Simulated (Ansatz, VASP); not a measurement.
# HfTeSe: VASP beside Ansatz

Aim: how closely do two programs agree when they are given the same cell, functional and k mesh? The cell is taken from a series of runs on this material, whose earlier steps may have relaxed, scaled, displaced or heated it; both programs get it as it stands.

Calculated with Ansatz 0.2.0; plane waves, with VASP 6.6.1 beside it; PBEsol.

## Step 1: The structure

The cell holds 3 atoms: 1 Hf, 1 Se and 1 Te. Its edges and angles: a = 3.831 Å, b = 3.831 Å, c = 30.000 Å, α = 90.0°, β = 90.0°, γ = 120.0°. Vacuum lies along c.

Structure file:

```cif
data_structure
_symmetry_space_group_name_H-M 'P 1'
_symmetry_Int_Tables_number 1
_cell_length_a 3.8306
_cell_length_b 3.8306
_cell_length_c 30.0000
_cell_angle_alpha 90.000
_cell_angle_beta 90.000
_cell_angle_gamma 120.000
_cell_volume 381.23
loop_
_atom_site_label
_atom_site_type_symbol
_atom_site_fract_x
_atom_site_fract_y
_atom_site_fract_z
_atom_site_occupancy
Hf1 Hf 0.00000 0.00000 0.33647 1
Se2 Se 0.33333 0.66667 0.38522 1
Te3 Te 0.66667 0.33333 0.27497 1
```

## Step 2: VASP: zone-centre phonons, PBEsol

Second derivatives magnify differences that forces hide, and they need a tight electronic threshold.

Lines of VASP's logs that name or quote its potential files are left out, and so is its time.

The input, INCAR:

```
SYSTEM = HfTeSe
PREC = Accurate
ENCUT = 500
EDIFF = 1E-08
NELM = 120
ISMEAR = 1
SIGMA = 0.2
LREAL = .FALSE.
ALGO = Normal
GGA = PS
NBANDS = 17
LASPH = .TRUE.
LORBIT = 11
LWAVE = .FALSE.
LCHARG = .FALSE.
ISIF = 2
IBRION = 8
GGA_COMPAT = .FALSE.
NELMDL = -8
KPAR = 2
```

The input, POSCAR:

```
HfTeSe
1.0
    3.8306221352      0.0000000000      0.0000000000
   -1.9153110676      3.3174160813      0.0000000000
    0.0000000000      0.0000000000     30.0000000000
Hf Se Te
1 1 1
Direct
    0.0000000000      0.0000000000      0.3364732849
    0.3333333333      0.6666666667      0.3852233650
    0.6666666667      0.3333333333      0.2749700168
```

The input, KPOINTS:

```
Automatic mesh
0
Gamma
12 12 1
0 0 0
```

The projector-augmented-wave data sets are Hf_pv, Se and Te (PBE family, release 64).

Launch:

```console
mpirun -np 2 vasp_std
```

Numbers of over 12 decimals in the logs are rounded to 6 here.

What it wrote:

```text
[banner, memory and clock lines left out]
running    2 mpi-ranks, on    1 nodes
 distrk:  each k-point on    1 cores,    2 groups
 distr:  one band on    1 cores,    1 groups

 POSCAR found type information on POSCAR HfSeTe
 POSCAR found :  3 types and       3 ions
|                                                                             |
|               ----> ADVICE to this user running VASP <----                  |
|                                                                             |
|     You enforced a specific xc type in the INCAR file but a different       |
|     [... a line on the potential file left out ...]
|     I HOPE YOU KNOW WHAT YOU ARE DOING!                                     |
|                                                                             |

 LDA part: xc-table for (Slater+PW92), standard interpolation
 POSCAR, INCAR and KPOINTS ok, starting setup
 FFT: planning ... GRIDC
 FFT: planning ... GRID_SOFT
 FFT: planning ... GRID
 WAVECAR not read
 entering main loop
       N       E                     dE             d eps       ncg     rms          rms(c)
DAV:   1     0.970261151035E+02    0.97026E+02   -0.86458E+03   806   0.865E+02
DAV:   2    -0.106243244540E+02   -0.10765E+03   -0.10549E+03   879   0.154E+02
DAV:   3    -0.219467574220E+02   -0.11322E+02   -0.11268E+02   951   0.485E+01
DAV:   4    -0.221563071107E+02   -0.20955E+00   -0.20866E+00  1020   0.789E+00
DAV:   5    -0.221586180377E+02   -0.23109E-02   -0.23102E-02  1010   0.720E-01
DAV:   6    -0.221586560392E+02   -0.38001E-04   -0.37997E-04  1052   0.771E-02
DAV:   7    -0.221586566971E+02   -0.65796E-06   -0.65818E-06   971   0.957E-03
DAV:   8    -0.221586567116E+02   -0.14484E-07   -0.14109E-07  1052   0.119E-03    0.454E+01
DAV:   9    -0.211269120526E+02    0.10317E+01   -0.32105E+00   735   0.793E+00    0.323E+01
DAV:  10    -0.210674253033E+02    0.59487E-01   -0.16861E+00   849   0.681E+00    0.910E+00
DAV:  11    -0.210012964416E+02    0.66129E-01   -0.33658E-01   836   0.301E+00    0.135E+00
DAV:  12    -0.209986574191E+02    0.26390E-02   -0.37904E-02   864   0.100E+00    0.559E-01
DAV:  13    -0.209982819330E+02    0.37549E-03   -0.32251E-03   871   0.310E-01    0.161E-01
DAV:  14    -0.209981189966E+02    0.16294E-03   -0.34455E-04   938   0.906E-02    0.985E-02
[...]
DAV:  24    -0.209988245248E+02   -0.89859E-05   -0.33702E-07   790   0.132E-03    0.695E-04
DAV:  25    -0.209988267800E+02   -0.22552E-05   -0.23875E-08   773   0.420E-04    0.203E-04
DAV:  26    -0.209988283576E+02   -0.15776E-05   -0.20934E-08   714   0.357E-04    0.133E-04
DAV:  27    -0.209988292261E+02   -0.86854E-06   -0.13651E-08   671   0.277E-04    0.128E-04
DAV:  28    -0.209988293830E+02   -0.15695E-06   -0.29987E-10   767   0.102E-04    0.109E-04
DAV:  29    -0.209988294224E+02   -0.39363E-07    0.71130E-10   637   0.401E-05    0.408E-05
DAV:  30    -0.209988294484E+02   -0.25955E-07    0.67700E-10   602   0.379E-05    0.212E-05
DAV:  31    -0.209988294492E+02   -0.83173E-09    0.82092E-10   543   0.114E-05
   1 F= -.20998829E+02 E0= -.20998481E+02  d E =-.104525E-02
 Linear response reoptimize wavefunctions to high precision
DAV:   1    -0.209988294509E+02   -0.16703E-08    0.81980E-10   567   0.666E-06
DAV:   2    -0.209988294508E+02    0.56389E-10    0.81432E-10   436   0.239E-06
 Linear response DOF=           6
 Linear response progress:
  Degree of freedom:   1/  6
       N       E                     dE             d eps       ncg     rms          rms(c)
RMM:   1    -0.216590149389E+00   -0.21659E+00    0.44480E+00  2690   0.131E+01
RMM:   2    -0.223900577614E+00   -0.73104E-02   -0.40790E-02  3840   0.128E+00    0.519E-01
RMM:   3    -0.223533328945E+00    0.36725E-03   -0.21178E-03  5480   0.220E-01    0.178E-01
RMM:   4    -0.223209264645E+00    0.32406E-03   -0.21820E-04  5480   0.707E-02    0.134E-01
RMM:   5    -0.222850315240E+00    0.35895E-03   -0.43273E-05  5248   0.424E-02    0.103E-02
RMM:   6    -0.222826004834E+00    0.24310E-04    0.37847E-06  5800   0.117E-02    0.716E-03
RMM:   7    -0.222832186591E+00   -0.61818E-05   -0.84692E-07  5690   0.468E-03    0.636E-03
RMM:   8    -0.222830398782E+00    0.17878E-05    0.87245E-07  6076   0.144E-03    0.201E-03
RMM:   9    -0.222830084184E+00    0.31460E-06    0.52720E-07  6268   0.593E-04    0.690E-05
RMM:  10    -0.222830016543E+00    0.67640E-07    0.52723E-07  6243   0.250E-04    0.145E-04
RMM:  11    -0.222830111066E+00   -0.94522E-07    0.23808E-07  6192   0.123E-04    0.312E-05
RMM:  12    -0.222830089789E+00    0.21276E-07    0.15450E-07  6018   0.697E-05    0.633E-05
RMM:  13    -0.222830085724E+00    0.40659E-08   -0.16542E-08  6129   0.427E-05    0.486E-05
 first order change of Fermi-energy  -0.40644E-03
 force on displaced ion       1 direction 1 :  -3.979   0.000   0.000
 Linear response progress:
  Degree of freedom:   2/  6
       N       E                     dE             d eps       ncg     rms          rms(c)
RMM:   1    -0.263127450462E+00   -0.26313E+00    0.47101E+00   690   0.133E+01
RMM:   2    -0.271310328380E+00   -0.81829E-02   -0.42043E-02   985   0.128E+00    0.526E-01
RMM:   3    -0.270473845010E+00    0.83648E-03   -0.29282E-03  1370   0.259E-01    0.237E-01
RMM:   4    -0.270091180536E+00    0.38266E-03   -0.27439E-04  1417   0.844E-02    0.181E-01
[...]
RMM:   1    -0.799768271868E-01   -0.79977E-01    0.90889E-02  6269   0.142E+00
RMM:   2    -0.805944625482E-01   -0.61764E-03   -0.28039E-03  4498   0.252E-01    0.387E-01
RMM:   3    -0.807896832073E-01   -0.19522E-03   -0.41475E-04  4484   0.959E-02    0.248E-01
RMM:   4    -0.812916395031E-01   -0.50196E-03   -0.26824E-04  4327   0.791E-02    0.309E-02
RMM:   5    -0.811369713960E-01    0.15467E-03   -0.23624E-05  4379   0.237E-02    0.179E-02
RMM:   6    -0.811245191011E-01    0.12452E-04   -0.32954E-06  4932   0.803E-03    0.643E-03
RMM:   7    -0.811397683514E-01   -0.15249E-04   -0.68962E-07  4409   0.362E-03    0.233E-03
RMM:   8    -0.811352946093E-01    0.44737E-05   -0.39596E-08  4846   0.116E-03    0.152E-03
RMM:   9    -0.811355038671E-01   -0.20926E-06    0.25324E-09  4997   0.364E-04    0.889E-04
RMM:  10    -0.811345233024E-01    0.98056E-06    0.25058E-09  4272   0.285E-04    0.390E-04
RMM:  11    -0.811342454911E-01    0.27781E-06   -0.49843E-09  4671   0.956E-05    0.669E-05
RMM:  12    -0.811342564984E-01   -0.11007E-07   -0.91647E-09  5342   0.379E-05    0.478E-05
RMM:  13    -0.811342670614E-01   -0.10563E-07   -0.55649E-09  4891   0.164E-05    0.527E-06
RMM:  14    -0.811342686070E-01   -0.15456E-08   -0.47855E-09  4773   0.114E-05    0.173E-06
 first order change of Fermi-energy   0.18081E-03
 force on displaced ion       2 direction 1 :  -4.533   0.000   0.001
 Linear response progress:
  Degree of freedom:   4/  6
       N       E                     dE             d eps       ncg     rms          rms(c)
RMM:   1    -0.115387273626E+00   -0.11539E+00    0.93905E-02  1583   0.138E+00
RMM:   2    -0.115380764420E+00    0.65092E-05   -0.21475E-03  1160   0.213E-01    0.382E-01
RMM:   3    -0.115247964290E+00    0.13280E-03   -0.46401E-04  1175   0.938E-02    0.240E-01
RMM:   4    -0.115352983027E+00   -0.10502E-03   -0.14257E-04  1162   0.477E-02    0.224E-02
RMM:   5    -0.115316414798E+00    0.36568E-04   -0.90639E-06  1103   0.128E-02    0.127E-02
RMM:   6    -0.115295496145E+00    0.20919E-04   -0.11411E-06  1175   0.464E-03    0.711E-03
RMM:   7    -0.115286373414E+00    0.91227E-05   -0.34537E-07  1190   0.235E-03    0.133E-03
RMM:   8    -0.115291387712E+00   -0.50143E-05   -0.69847E-08  1140   0.940E-04    0.113E-03
RMM:   9    -0.115292208847E+00   -0.82113E-06   -0.41962E-08  1165   0.626E-04    0.334E-04
RMM:  10    -0.115290803202E+00    0.14056E-05   -0.38558E-09  1078   0.274E-04    0.198E-04
RMM:  11    -0.115290463614E+00    0.33959E-06   -0.13598E-08  1212   0.268E-04    0.142E-04
RMM:  12    -0.115290578004E+00   -0.11439E-06   -0.42830E-09  1174   0.830E-05    0.134E-04
RMM:  13    -0.115290741096E+00   -0.16309E-06   -0.70722E-09  1254   0.150E-04    0.515E-05
RMM:  14    -0.115290710568E+00    0.30527E-07   -0.54918E-10  1184   0.376E-05    0.403E-05
RMM:  15    -0.115290730279E+00   -0.19711E-07   -0.36415E-09  1263   0.520E-05    0.153E-05
RMM:  16    -0.115290773198E+00   -0.42919E-07    0.11257E-08  1196   0.188E-05    0.187E-05
RMM:  17    -0.115290819149E+00   -0.45951E-07    0.25024E-08  1267   0.285E-05    0.950E-06
RMM:  18    -0.115290821986E+00   -0.28371E-08    0.22404E-08  1186   0.158E-05    0.582E-06
 first order change of Fermi-energy  -0.93435E+00
 force on displaced ion       2 direction 3 :   0.000   0.000  -8.069
 Linear response progress:
  Degree of freedom:   5/  6
       N       E                     dE             d eps       ncg     rms          rms(c)
RMM:   1    -0.417579999691E-01   -0.41758E-01    0.36161E-02  6201   0.914E-01
RMM:   2    -0.427519350303E-01   -0.99394E-03   -0.17922E-03  4721   0.202E-01    0.251E-01
RMM:   3    -0.428466993282E-01   -0.94764E-04   -0.19792E-04  4441   0.717E-02    0.157E-01
RMM:   4    -0.430530279479E-01   -0.20633E-03   -0.77918E-05  4368   0.470E-02    0.103E-02
RMM:   5    -0.430276200176E-01    0.25408E-04   -0.46920E-06  4621   0.117E-02    0.634E-03
RMM:   6    -0.430143539035E-01    0.13266E-04   -0.78133E-07  4585   0.484E-03    0.227E-03
RMM:   7    -0.430154455156E-01   -0.10916E-05   -0.35508E-08  4836   0.143E-03    0.159E-03
RMM:   8    -0.430137404479E-01    0.17051E-05   -0.28245E-08  4583   0.561E-04    0.554E-04
RMM:   9    -0.430139991044E-01   -0.25866E-06   -0.38760E-08  4940   0.197E-04    0.278E-04
RMM:  10    -0.430140478988E-01   -0.48794E-07   -0.35430E-09  4824   0.751E-05    0.786E-05
RMM:  11    -0.430140196352E-01    0.28264E-07    0.91794E-09  4886   0.256E-05    0.229E-05
RMM:  12    -0.430140007033E-01    0.18932E-07    0.19002E-09  4824   0.121E-05    0.735E-06
RMM:  13    -0.430139955117E-01    0.51916E-08   -0.12360E-09  4943   0.770E-06    0.130E-06
 first order change of Fermi-energy   0.22114E-03
 force on displaced ion       3 direction 1 :  -2.879  -0.000  -0.001
 Linear response progress:
  Degree of freedom:   6/  6
       N       E                     dE             d eps       ncg     rms          rms(c)
RMM:   1    -0.789301690825E-01   -0.78930E-01    0.58630E-02  1551   0.966E-01
RMM:   2    -0.792464155246E-01   -0.31625E-03   -0.24228E-03  1222   0.238E-01    0.482E-01
RMM:   3    -0.791543836329E-01    0.92032E-04   -0.29128E-04  1114   0.856E-02    0.290E-01
RMM:   4    -0.792218143066E-01   -0.67431E-04   -0.92404E-05  1096   0.440E-02    0.507E-02
RMM:   5    -0.792067955531E-01    0.15019E-04   -0.14516E-05  1112   0.184E-02    0.131E-02
RMM:   6    -0.791960290623E-01    0.10766E-04   -0.13476E-06  1152   0.595E-03    0.743E-03
RMM:   7    -0.791895962551E-01    0.64328E-05   -0.45830E-07  1189   0.289E-03    0.297E-03
RMM:   8    -0.791941341203E-01   -0.45379E-05   -0.51659E-08  1142   0.125E-03    0.218E-03
RMM:   9    -0.791950134488E-01   -0.87933E-06   -0.87011E-09  1237   0.424E-04    0.154E-03
RMM:  10    -0.791955111326E-01   -0.49768E-06   -0.14041E-08  1135   0.399E-04    0.405E-04
RMM:  11    -0.791966717045E-01   -0.11606E-05   -0.64191E-09  1137   0.222E-04    0.206E-04
RMM:  12    -0.791973152869E-01   -0.64358E-06   -0.10566E-08  1212   0.200E-04    0.207E-04
RMM:  13    -0.791980898323E-01   -0.77455E-06   -0.19228E-08  1248   0.267E-04    0.981E-05
RMM:  14    -0.791981936503E-01   -0.10382E-06   -0.13762E-08  1254   0.685E-05    0.570E-05
RMM:  15    -0.791982609489E-01   -0.67299E-07   -0.20252E-08  1266   0.780E-05    0.323E-05
RMM:  16    -0.791982525737E-01    0.83753E-08   -0.38256E-08  1223   0.304E-05    0.353E-05
 first order change of Fermi-energy  -0.60816E+00
 force on displaced ion       3 direction 3 :  -0.000   0.000  -8.654
 Linear response finished
```

Parts of OUTCAR (step 2):

```text
ion  position               nearest neighbor table
   1  0.000  0.000  0.336-   2 2.65   2 2.65   2 2.65   3 2.88   3 2.88   3 2.88
   2  0.333  0.667  0.385-   1 2.65   1 2.65   1 2.65
   3  0.667  0.333  0.275-   1 2.88   1 2.88   1 2.88

  LATTYP: Found a hexagonal cell.
 ALAT       =     3.8306221352
 C/A-ratio  =     7.8316260234

 Subroutine GETGRP returns: Found  6 space group operations
 (whereof  6 operations were pure point group operations)

The static configuration has the point symmetry C_3v.

 Found     19 irreducible k-points:

   k-points           NKPTS =     19   k-points in BZ     NKDIM =     19   number of bands    NBANDS=     17

   dimension x,y,z NGX =    28 NGY =   28 NGZ =  224
   dimension x,y,z NGXF=    56 NGYF=   56 NGZF=  448

   ENCUT  =  500.0 eV  36.75 Ry    6.06 a.u.   6.98  6.98 54.70*2*pi/ulx,y,z

   NELECT =      22.0000    total number of electrons

 k-points in reciprocal lattice and weights: Automatic mesh
   0.00000000  0.00000000  0.00000000       0.007
   0.08333333  0.00000000  0.00000000       0.042
   0.16666667  0.00000000  0.00000000       0.042
   0.25000000  0.00000000  0.00000000       0.042
   0.33333333  0.00000000  0.00000000       0.042
   0.41666667  0.00000000  0.00000000       0.042
   0.50000000  0.00000000  0.00000000       0.021
   0.08333333  0.08333333  0.00000000       0.042
   0.16666667  0.08333333  0.00000000       0.083
[...]
0.33333333  0.25000000  0.00000000       0.083
   0.33333333  0.33333333  0.00000000       0.014

 average (electrostatic) potential at core
       1 -45.8748       2 -60.9215       3 -96.4834

  Total       -0.5429432     -0.5429432     -0.0723944     -0.0000000     -0.0000000      0.0000000
  in kB       -2.2817835     -2.2817835     -0.3042460     -0.0000000     -0.0000000      0.0000000
  external PRESSURE =      -1.6226043 kB  Pullay stress =       0.0000000 kB

  energy-cutoff  :      500.00
  volume of cell :      381.23
      direct lattice vectors                 reciprocal lattice vectors
     3.830622135  0.000000000  0.000000000     0.261054201  0.150719713  0.000000000
    -1.915311068  3.317416081  0.000000000     0.000000000  0.301439426  0.000000000
     0.000000000  0.000000000 30.000000000     0.000000000  0.000000000  0.033333333

 POSITION                                       TOTAL-FORCE (eV/Angst)
 -----------------------------------------------------------------------------------
      0.00000      0.00000     10.09420         0.000000      0.000000      0.016068
     -0.00000      2.21161     11.55670        -0.000000      0.000000     -0.028696
      1.91531      1.10581      8.24910         0.000000     -0.000000      0.012628
 -----------------------------------------------------------------------------------
    total drift:                                0.000000     -0.000000      0.000107

 Eigenvectors and eigenvalues of the dynamical matrix
 ----------------------------------------------------

   1 f  =    6.177065 THz    38.811643 2PiTHz  206.044702 cm-1    25.546276 meV
             X         Y         Z           dx          dy          dz
      0.000000  0.000000 10.094199    -0.000000   -0.000000   -0.687344
     -0.000000  2.211611 11.556701    -0.000000   -0.000000    0.666440
      1.915311  1.105805  8.249101     0.000000    0.000000    0.288817

   2 f  =    4.783568 THz    30.056047 2PiTHz  159.562666 cm-1    19.783240 meV
             X         Y         Z           dx          dy          dz
      0.000000  0.000000 10.094199    -0.000000   -0.000000    0.252840
     -0.000000  2.211611 11.556701    -0.000000   -0.000000    0.592307
      1.915311  1.105805  8.249101     0.000000    0.000000   -0.765013

   3 f  =    4.205371 THz    26.423124 2PiTHz  140.276069 cm-1    17.392008 meV
             X         Y         Z           dx          dy          dz
      0.000000  0.000000 10.094199     0.384510   -0.000000   -0.000000
     -0.000000  2.211611 11.556701    -0.890071    0.000000    0.000000
      1.915311  1.105805  8.249101     0.244798   -0.000000    0.000000

   4 f  =    4.205371 THz    26.423124 2PiTHz  140.276069 cm-1    17.392008 meV
             X         Y         Z           dx          dy          dz
      0.000000  0.000000 10.094199     0.000000    0.384510   -0.000000
     -0.000000  2.211611 11.556701    -0.000000   -0.890071   -0.000000
      1.915311  1.105805  8.249101     0.000000    0.244798    0.000000

   5 f  =    2.703897 THz    16.989085 2PiTHz   90.192291 cm-1    11.182414 meV
             X         Y         Z           dx          dy          dz
      0.000000  0.000000 10.094199     0.622613    0.000002    0.000000
     -0.000000  2.211611 11.556701     0.054266    0.000000   -0.000000
      1.915311  1.105805  8.249101    -0.780646   -0.000003   -0.000000

   6 f  =    2.703897 THz    16.989085 2PiTHz   90.192291 cm-1    11.182414 meV
             X         Y         Z           dx          dy          dz
      0.000000  0.000000 10.094199    -0.000002    0.622613    0.000000
     -0.000000  2.211611 11.556701    -0.000000    0.054266    0.000000
      1.915311  1.105805  8.249101     0.000003   -0.780646   -0.000000

   7 f/i=    0.000485 THz     0.003048 2PiTHz    0.016181 cm-1     0.002006 meV
             X         Y         Z           dx          dy          dz
      0.000000  0.000000 10.094199     0.000000    0.000000    0.680904
     -0.000000  2.211611 11.556701     0.000000    0.000000    0.452803
      1.915311  1.105805  8.249101     0.000000    0.000000    0.575622

   8 f/i=    0.002861 THz     0.017979 2PiTHz    0.095449 cm-1     0.011834 meV
             X         Y         Z           dx          dy          dz
      0.000000  0.000000 10.094199     0.122292    0.670484   -0.000000
     -0.000000  2.211611 11.556701     0.081208    0.445236   -0.000000
      1.915311  1.105805  8.249101     0.103181    0.565703   -0.000000

   9 f/i=    0.002861 THz     0.017979 2PiTHz    0.095449 cm-1     0.011834 meV
             X         Y         Z           dx          dy          dz
      0.000000  0.000000 10.094199     0.670484   -0.122292   -0.000000
     -0.000000  2.211611 11.556701     0.445236   -0.081208   -0.000000
      1.915311  1.105805  8.249101     0.565703   -0.103181   -0.000000

 ELASTIC MODULI CONTR FROM IONIC RELAXATION (kBar)
 Direction    XX          YY          ZZ          XY          YZ          ZX
 --------------------------------------------------------------------------------
 XX         -88.4207    -54.6939   -125.5376      0.0000     44.8751     -0.0000
 YY         -54.6939    -88.4207   -125.5376     -0.0000    -44.8751      0.0000
 ZZ        -125.5376   -125.5376   -224.6702      0.0000      0.0000     -0.0000
 XY           0.0000     -0.0000      0.0000    -16.8634     -0.0000     41.3429
 YZ          44.8751    -44.8751      0.0000     -0.0000   -124.2272      0.0000
 ZX          -0.0000      0.0000     -0.0000     41.3429      0.0000   -103.0233
 --------------------------------------------------------------------------------
```

Harder data sets than Hf_pv exist (the GW ones), and pressures, volumes and forces can shift noticeably with them.

[end of part 1 of 2]

[Lines on the potential files, build, host, timing and source positions are cut from VASP's logs without a mark.]

[Logs are printed without paths, hosts, clocks, repeated set-up lines and the standing remarks that a program may print on its own settings, such as how far it seeks lower states.]

[Hosts, paths, dates, database ids (printed as entryN), source tags and the programs' standing remarks are cut or masked in the printed files.]
